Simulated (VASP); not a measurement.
# ZnB (Pm-3m) in VASP: further runs, part 2 of 2

VASP 6.6.1. Earlier steps stand in the parts before.

### 4 Band structure, TPSS

The input, INCAR:

```
SYSTEM = ZnB
ALGO = Normal
EDIFF = 1E-6
ENCUT = 520
ISIF = 2
ISMEAR = -1
LASPH = .True.
LCHARG = .False.
LMIXTAU = .True.
LREAL = .False.
LWAVE = .False.
METAGGA = TPSS
NBANDS = 14
NELM = 60
PREC = Accurate
SIGMA = 0.05
```

The input, KPOINTS:

```
k-points
0
Gamma
  9 9 9
  0 0 0
```

The input, POSCAR:

```
ZnB
1.0
    2.8073700000      0.0000000000      0.0000000000
    0.0000000000      2.8073700000      0.0000000000
    0.0000000000      0.0000000000      2.8073700000
Zn B
1 1
Direct
    0.0000000000      0.0000000000      0.0000000000
    0.5000000000      0.5000000000      0.5000000000
```

The input, KPOINTS_OPT:

```
path GXMGRX,MR
15
line-mode
reciprocal
 0.0000000000  0.0000000000  0.0000000000  G
 0.0000000000  0.5000000000  0.0000000000  X

 0.0000000000  0.5000000000  0.0000000000  X
 0.5000000000  0.5000000000  0.0000000000  M

 0.5000000000  0.5000000000  0.0000000000  M
 0.0000000000  0.0000000000  0.0000000000  G

 0.0000000000  0.0000000000  0.0000000000  G
 0.5000000000  0.5000000000  0.5000000000  R

 0.5000000000  0.5000000000  0.5000000000  R
 0.0000000000  0.5000000000  0.0000000000  X

 0.5000000000  0.5000000000  0.0000000000  M
 0.5000000000  0.5000000000  0.5000000000  R
```

Potentials or basis: VASP PAW PBE potentials, release 64 (Zn, B).

Started as:

```sh
$ cat potpaw_PBE.64/Zn/POTCAR potpaw_PBE.64/B/POTCAR > POTCAR
$ mpirun -np 1 vasp_std > vasp.out
```

OUTCAR:

```text
SYSTEM = ZnB
   EDIFF = 1E-6
   ENCUT = 520
   ISIF = 2
   ISMEAR = -1
   LASPH = .True.
   LREAL = .False.
   METAGGA = TPSS
   NELM = 60
   PREC = Accurate

 ion  position               nearest neighbor table
   1  0.000  0.000  0.000-   2 2.43   2 2.43   2 2.43   2 2.43   2 2.43   2 2.43   2 2.43   2 2.43

   2  0.500  0.500  0.500-   1 2.43   1 2.43   1 2.43   1 2.43   1 2.43   1 2.43   1 2.43   1 2.43

  LATTYP: Found a simple cubic cell.
 ALAT       =     2.8073700000

  Lattice vectors:

 A1 = (   2.8073700000,   0.0000000000,   0.0000000000)
 A2 = (   0.0000000000,   2.8073700000,   0.0000000000)
 A3 = (   0.0000000000,   0.0000000000,   2.8073700000)

Analysis of symmetry for initial positions (statically):
=====================================================================
 Subroutine PRICEL returns:
 Original cell was already a primitive cell.

 Routine SETGRP: Setting up the symmetry group for a
 simple cubic supercell.

 Subroutine GETGRP returns: Found 48 space group operations
 (whereof 48 operations were pure point group operations)
 out of a pool of 48 trial point group operations.

The static configuration has the point symmetry O_h .

[... 169 lines left out ...]
  band No.  band energies     occupation
      1      -8.2026      2.00000
      2      -3.7089      2.00000
      3      -3.7089      2.00000
      4      -2.8788      2.00000
      5      -2.8788      2.00000
      6      -2.8788      2.00000
      7       6.5949      0.00000
      8       6.5949      0.00000
      9       6.5949      0.00000
     10      11.8109      0.00000
     11      14.3860      0.00000
     12      14.3860      0.00000
     13      22.2736      0.00000
     14      22.2736      0.00000
[... 377 lines left out ...]
      1      -4.4918      2.00000
      2      -3.5234      2.00000
      3      -3.2805      2.00000
      4      -3.1941      2.00000
      5      -2.9035      2.00000
      6      -1.6268      2.00000
      7       0.0929      2.00000
      8       3.6272      2.00000
      9       6.9637      0.00000
     10       8.6490      0.00000
     11      14.4236      0.00000
     12      15.7333      0.00000
     13      19.6407      0.00000
     14      21.9347      0.00000

 [... further k-points ...]
[... 5 lines left out ...]
  --------------------------------------------------------------------------------------
  -------------------------------------------------------------------------------------
  Total       -0.3069456     -0.3069456     -0.3069456     -0.0000000      0.0000000     -0.0000000
  in kB      -22.2266019    -22.2266019    -22.2266019     -0.0000000      0.0000000     -0.0000000
  external PRESSURE =     -22.2266019 kB  Pullay stress =       0.0000000 kB

 VOLUME and BASIS-vectors are now :
 -----------------------------------------------------------------------------
  energy-cutoff  :      520.00
  volume of cell :       22.13
      direct lattice vectors                 reciprocal lattice vectors
     2.807370000  0.000000000  0.000000000     0.356205274  0.000000000  0.000000000
     0.000000000  2.807370000  0.000000000     0.000000000  0.356205274  0.000000000
     0.000000000  0.000000000  2.807370000     0.000000000  0.000000000  0.356205274

 POSITION                                       TOTAL-FORCE (eV/Angst)
 -----------------------------------------------------------------------------------
      0.00000      0.00000      0.00000         0.000000      0.000000      0.000000
      1.40369      1.40369      1.40369         0.000000      0.000000      0.000000
 -----------------------------------------------------------------------------------
    total drift:                               -0.000000      0.000000      0.000000

  FREE ENERGIE OF THE ION-ELECTRON SYSTEM (eV)
  ---------------------------------------------------
  free  energy   TOTEN  =       -14.6970922246 eV

  energy  without entropy=      -14.6901492728  energy(sigma->0) =      -14.69362075
```

It took 29 s on 1 thread of Intel Xeon 6975P-C (Granite Rapids), shared host; peak memory 0.15 GiB.

Results:

| Item | Value |
| --- | --- |
| Free energy | -14.6971 eV |
| Pressure | -2.2 GPa |
| Band gap along the path | none (metal or under the smearing width) |

Levels at the corners of the path, in eV from the Fermi level:
```tsv
point	band 5	band 6	band 7	band 8	band 9	band 10	band 11	band 12
Γ	-7.60	-7.60	1.87	1.87	1.87	7.09	9.66	9.66
X	-7.96	-7.57	-6.25	4.40	4.40	9.90	10.10	11.35
X	-7.96	-7.57	-6.25	4.40	4.40	9.90	10.10	11.35
M	-7.36	-4.61	-4.61	-3.24	-0.57	4.98	12.31	12.31
M	-7.36	-4.61	-4.61	-3.24	-0.57	4.98	12.31	12.31
Γ	-7.60	-7.60	1.87	1.87	1.87	7.09	9.66	9.66
Γ	-7.60	-7.60	1.87	1.87	1.87	7.09	9.66	9.66
R	-7.34	-2.02	-0.01	-0.01	-0.01	2.31	2.31	2.31
R	-7.34	-2.02	-0.01	-0.01	-0.01	2.31	2.31	2.31
X	-7.96	-7.57	-6.25	4.40	4.40	9.90	10.10	11.35
M	-7.36	-4.61	-4.61	-3.24	-0.57	4.98	12.31	12.31
R	-7.34	-2.02	-0.01	-0.01	-0.01	2.31	2.31	2.31
```

Caveat: the PAW data sets were made with another functional, which shifts forces and pressure a little.

### 5 Band structure, TB-mBJ

POSCAR is that of step 4.

The input, INCAR.step1:

```
SYSTEM = ZnB
ALGO = Normal
EDIFF = 1E-5
ENCUT = 520
GGA = PE
ISIF = 2
ISMEAR = -1
LASPH = .True.
LCHARG = .False.
LREAL = .False.
LWAVE = .True.
NBANDS = 14
NELM = 60
PREC = Accurate
SIGMA = 0.05
```

The input, INCAR.step2:

```
SYSTEM = ZnB
ALGO = Normal
EDIFF = 1E-6
ENCUT = 520
ISIF = 2
ISMEAR = -1
ISTART = 1
LASPH = .True.
LCHARG = .False.
LREAL = .False.
LWAVE = .False.
METAGGA = MBJ
NBANDS = 14
NELM = 60
PREC = Accurate
SIGMA = 0.05
```

KPOINTS is that of step 4.

KPOINTS_OPT is that of step 4.

Potentials or basis: VASP PAW PBE potentials, release 64 (Zn, B).

Started as:

```sh
$ cat potpaw_PBE.64/Zn/POTCAR potpaw_PBE.64/B/POTCAR > POTCAR
$ cp INCAR.step1 INCAR
$ mpirun -np 1 vasp_std > vasp.out
$ cp INCAR.step2 INCAR
$ mpirun -np 1 vasp_std > vasp.out
```

OUTCAR:

```text
SYSTEM = ZnB
   EDIFF = 1E-6
   ENCUT = 520
   ISIF = 2
   ISMEAR = -1
   ISTART = 1
   LASPH = .True.
   LREAL = .False.
   METAGGA = MBJ
   NELM = 60
   PREC = Accurate

 ion  position               nearest neighbor table
   1  0.000  0.000  0.000-   2 2.43   2 2.43   2 2.43   2 2.43   2 2.43   2 2.43   2 2.43   2 2.43

   2  0.500  0.500  0.500-   1 2.43   1 2.43   1 2.43   1 2.43   1 2.43   1 2.43   1 2.43   1 2.43

  LATTYP: Found a simple cubic cell.
 ALAT       =     2.8073700000

  Lattice vectors:

 A1 = (   2.8073700000,   0.0000000000,   0.0000000000)
 A2 = (   0.0000000000,   2.8073700000,   0.0000000000)
 A3 = (   0.0000000000,   0.0000000000,   2.8073700000)

Analysis of symmetry for initial positions (statically):
=====================================================================
 Subroutine PRICEL returns:
 Original cell was already a primitive cell.

 Routine SETGRP: Setting up the symmetry group for a
 simple cubic supercell.

 Subroutine GETGRP returns: Found 48 space group operations
 (whereof 48 operations were pure point group operations)
 out of a pool of 48 trial point group operations.

The static configuration has the point symmetry O_h .

Analysis of symmetry for dynamics (positions and initial velocities):
=====================================================================
 Subroutine PRICEL returns:
 Original cell was already a primitive cell.

 Routine SETGRP: Setting up the symmetry group for a
 simple cubic supercell.

 Subroutine GETGRP returns: Found 48 space group operations
 (whereof 48 operations were pure point group operations)
 out of a pool of 48 trial point group operations.

The dynamic configuration has the point symmetry O_h .

 Subroutine INISYM returns: Found 48 space group operations
 (whereof 48 operations are pure point group operations),
 and found     1 'primitive' translations

----------------------------------------------------------------------------------------

                                     Primitive cell

  volume of cell :      22.1258

  direct lattice vectors                    reciprocal lattice vectors
     2.807370000  0.000000000  0.000000000     0.356205274  0.000000000  0.000000000
     0.000000000  2.807370000  0.000000000     0.000000000  0.356205274  0.000000000
     0.000000000  0.000000000  2.807370000     0.000000000  0.000000000  0.356205274

  length of vectors
     2.807370000  2.807370000  2.807370000     0.356205274  0.356205274  0.356205274

  position of ions in fractional coordinates (direct lattice)
     0.000000000  0.000000000  0.000000000
     0.500000000  0.500000000  0.500000000

  ion indices of the primitive-cell ions
   primitive index   ion index
                 1           1
                 2           2

----------------------------------------------------------------------------------------

 KPOINTS: k-points

Automatic generation of k-mesh.
 Grid dimensions read from file:
 generate k-points for:    9    9    9

 Generating k-lattice:

  Cartesian coordinates                     Fractional coordinates (reciprocal lattice)
     0.039578364  0.000000000  0.000000000     0.111111111  0.000000000  0.000000000
     0.000000000  0.039578364  0.000000000     0.000000000  0.111111111  0.000000000
     0.000000000  0.000000000  0.039578364     0.000000000  0.000000000  0.111111111

  Length of vectors
     0.039578364  0.039578364  0.039578364

  Shift w.r.t. Gamma in fractional coordinates (k-lattice)
     0.000000000  0.000000000  0.000000000

 Subroutine IBZKPT returns following result:
 ===========================================

 Found     35 irreducible k-points:

 Following reciprocal coordinates:
            Coordinates               Weight
  0.000000  0.000000  0.000000      1.000000
  0.111111  0.000000  0.000000      6.000000
  0.222222  0.000000  0.000000      6.000000
  0.333333  0.000000  0.000000      6.000000
  0.444444  0.000000  0.000000      6.000000
  0.111111  0.111111  0.000000     12.000000
[... 16 lines left out ...]
  0.333333  0.333333  0.111111     24.000000
  0.444444  0.333333  0.111111     48.000000
 [... further k-points ...]
   k-points           NKPTS =     35   k-points in BZ     NKDIM =     35   number of bands    NBANDS=     14
   number of dos      NEDOS =    301   number of ions     NIONS =      2
   total plane-waves  NPLWV =  13824
   dimension x,y,z NGX =    24 NGY =   24 NGZ =   24
   dimension x,y,z NGXF=    48 NGYF=   48 NGZF=   48
   ions per type =               1   1
   NGX,Y,Z   is equivalent  to a cutoff of  14.21, 14.21, 14.21 a.u.
   NGXF,Y,Z  is equivalent  to a cutoff of  28.42, 28.42, 28.42 a.u.
 SYSTEM =  ZnB
   PREC   = accura    normal or accurate (medium, high low for compatibility)
   ISTART =      1    job   : 0-new  1-cont  2-samecut
   ICHARG =      0    charge: 1-file 2-atom 10-const
   ISPIN  =      1    spin polarized calculation?
   LNONCOLLINEAR =      F non collinear calculations
   LSORBIT =      F    spin-orbit coupling
   LASPH  =      T    aspherical Exc in radial PAW
   ENCUT  =  520.0 eV  38.22 Ry    6.18 a.u.   5.22  5.22  5.22*2*pi/ulx,y,z
   NELM   =     60;   NELMIN=  2; NELMDL=  0     # of ELM steps
   EDIFF  = 0.1E-05   stopping-criterion for ELM
   LREAL  =      F    real-space projection
   EDIFFG = 0.1E-04   stopping-criterion for IOM
   NSW    =      0    number of steps for IOM
   IBRION =     -1    ionic relax: 0-MD 1-quasi-New 2-CG
   NFREE  =      0    steps in history (QN), initial steepest desc. (CG)
   ISIF   =      2    stress and relaxation
   ISYM   =      2    0-nonsym 1-usesym 2-fastsym
   POTIM  = 0.5000    time-step for ionic-motion
   TEBEG  =    0.0;   TEEND  =   0.0 temperature during run
   PSTRESS=    0.0 pullay stress
   NELECT =      15.0000    total number of electrons
   NUPDOWN=      -1.0000    fix difference up-down
   EMIN   =  10.00;   EMAX   =-10.00  energy-range for DOS
   EFERMI =   0.00;   METHOD = LEGACY
   ISMEAR =    -1;   SIGMA  =   0.05  broadening in eV -4-tet -1-fermi 0-gaus
   EFERMI_NEDOS =   21; number of points for ismear=-14 and -15
   IALGO  =     38    algorithm
   IMIX   =      4    mixing-type and parameters
     AMIX     =   0.40;   BMIX     =  1.00
     AMIX_MAG =   1.60;   BMIX_MAG =  1.00
  volume/ion in A,a.u.               =      11.06        74.66
  Fermi-wavevector in a.u.,A,eV,Ry     =   1.438155  2.717718 28.140778  2.068289
  Thomas-Fermi vector in A             =   2.557153
   LORBIT       =      0    0 simple, 1 ext, 2 COOP (PROOUT), +10 PAW based schemes
   METAGGA = MBJ    functional components
   LHFCALC =     F    Hartree Fock is set to
   AEXX    =    0.0000 exact exchange contribution
   IVDW    =     0    specifies the selected vdW correction
   LEPSILON=     F    determine dielectric tensor
   LRPA    =     F    only Hartree local field effects (RPA)
 non-spin polarized calculation
  energy-cutoff  :      520.00
  volume of cell :       22.13
 maximum number of plane-waves:       619
 NGX is ok and might be reduce to    24
   NGX = 11   NGY = 11   NGZ = 11

 number of electron      15.0000019 magnetization

 Free energy of the ion-electron system (eV)
  ---------------------------------------------------
  ext. energy  EPLUGINS =         0.00000000
  ---------------------------------------------------
  free energy    TOTEN  =       101.95526031 eV

  energy without entropy =      101.96245733  energy(sigma->0) =      101.95885882

 E-fermi :   4.8668     XC(G=0): -12.6272

 val. band max:        4.8060859433   @ k =   0.4444   0.3333   0.3333
 cond. band min:       4.9327348357   @ k =   0.3333   0.2222   0.1111
 fundamental gap:      0.1266488924
 Fermi energy:         4.8667736630

 k-point     1 :       0.0000    0.0000    0.0000
  band No.  band energies     occupation
      1      -8.0416      2.00000
      2      -3.8558      2.00000
      3      -3.8558      2.00000
      4      -3.0961      2.00000
      5      -3.0961      2.00000
      6      -3.0961      2.00000
      7       6.7510      0.00000
      8       6.7510      0.00000
      9       6.7510      0.00000
     10      12.3154      0.00000
     11      14.2434      0.00000
     12      14.2434      0.00000
     13      22.7478      0.00000
     14      22.7478      0.00000
[... 375 lines left out ...]
 k-point    24 :       0.4444    0.3333    0.1111
  band No.  band energies     occupation
      1      -4.5719      2.00000
      2      -3.6507      2.00000
      3      -3.4705      2.00000
      4      -3.3831      2.00000
      5      -3.0949      2.00000
      6      -1.6203      2.00000
      7       0.1708      2.00000
      8       3.6965      2.00000
      9       7.2480      0.00000
     10       8.7781      0.00000
     11      14.7256      0.00000
     12      16.0841      0.00000
     13      20.0543      0.00000
     14      21.8494      0.00000

 [... further k-points ...]
[... 5 lines left out ...]
  --------------------------------------------------------------------------------------
  -------------------------------------------------------------------------------------
  Total      -75.9328166    -75.9328166    -75.9328166      0.0000000      0.0000000      0.0000000
  in kB    -5498.4607363  -5498.4607363  -5498.4607363      0.0000000      0.0000000      0.0000000
  external PRESSURE =   -5498.4607363 kB  Pullay stress =       0.0000000 kB

 VOLUME and BASIS-vectors are now :
 -----------------------------------------------------------------------------
  energy-cutoff  :      520.00
  volume of cell :       22.13
      direct lattice vectors                 reciprocal lattice vectors
     2.807370000  0.000000000  0.000000000     0.356205274  0.000000000  0.000000000
     0.000000000  2.807370000  0.000000000     0.000000000  0.356205274  0.000000000
     0.000000000  0.000000000  2.807370000     0.000000000  0.000000000  0.356205274

 POSITION                                       TOTAL-FORCE (eV/Angst)
 -----------------------------------------------------------------------------------
      0.00000      0.00000      0.00000         0.000000      0.000000      0.000000
      1.40369      1.40369      1.40369         0.000000      0.000000      0.000000
 -----------------------------------------------------------------------------------
    total drift:                                0.000000      0.000000      0.000000

  FREE ENERGIE OF THE ION-ELECTRON SYSTEM (eV)
  ---------------------------------------------------
  free  energy   TOTEN  =       101.9552603140 eV

  energy  without entropy=      101.9624573269  energy(sigma->0) =      101.95885882
```

Wall time 20 s (1 thread of Intel Xeon 6975P-C (Granite Rapids), shared host); peak memory 0.16 GiB.

Results:

| Property | Result |
| --- | --- |
| Band gap along the path | none (metal or under the smearing width) |

Levels at the corners of the path, in eV from the Fermi level:
```tsv
point	band 4	band 5	band 6	band 7	band 8	band 9	band 10	band 11	band 12	band 13
Γ	-7.96	-7.96	-7.96	1.88	1.88	1.88	7.45	9.38	9.38	17.88
X	-8.30	-8.30	-7.93	-6.43	4.38	4.38	10.15	10.41	11.43	11.43
X	-8.30	-8.30	-7.93	-6.43	4.38	4.38	10.15	10.41	11.43	11.43
M	-8.18	-7.72	-4.65	-4.65	-3.42	-0.36	5.01	12.61	12.61	16.30
M	-8.18	-7.72	-4.65	-4.65	-3.42	-0.36	5.01	12.61	12.61	16.30
Γ	-7.96	-7.96	-7.96	1.88	1.88	1.88	7.45	9.38	9.38	17.88
Γ	-7.96	-7.96	-7.96	1.88	1.88	1.88	7.45	9.38	9.38	17.88
R	-7.71	-7.71	-2.00	-0.22	-0.22	-0.22	2.49	2.49	2.49	5.87
R	-7.71	-7.71	-2.00	-0.22	-0.22	-0.22	2.49	2.49	2.49	5.87
X	-8.30	-8.30	-7.93	-6.43	4.38	4.38	10.15	10.41	11.43	11.43
M	-8.18	-7.72	-4.65	-4.65	-3.42	-0.36	5.01	12.61	12.61	16.30
R	-7.71	-7.71	-2.00	-0.22	-0.22	-0.22	2.49	2.49	2.49	5.87
```

Caveat: the PAW data sets were made with another functional, which shifts forces and pressure a little.

### 6 Overview

| level | pressure (GPa) |
| --- | --- |
| r2SCAN | -1.9 |
| SCAN | -4.0 |
| TPSS | -2.2 |
| TB-mBJ | - |

Alike in all rows: task band structure; potentials or basis VASP PAW PBE potentials, release 64 (Zn, B); no spin polarisation; cell as given; k mesh 9 × 9 × 9; cutoff (eV) 520; smearing fermi-dirac 0.05 eV.

The pressure there spans -4.0 GPa (SCAN) to -1.9 GPa (r2SCAN); a positive pressure means that this level wants a larger cell, a negative one a smaller.

Caveats: the PAW data sets were made with another functional, which shifts forces and pressure a little.

Absolute energies hang on the potentials; compare differences alone.
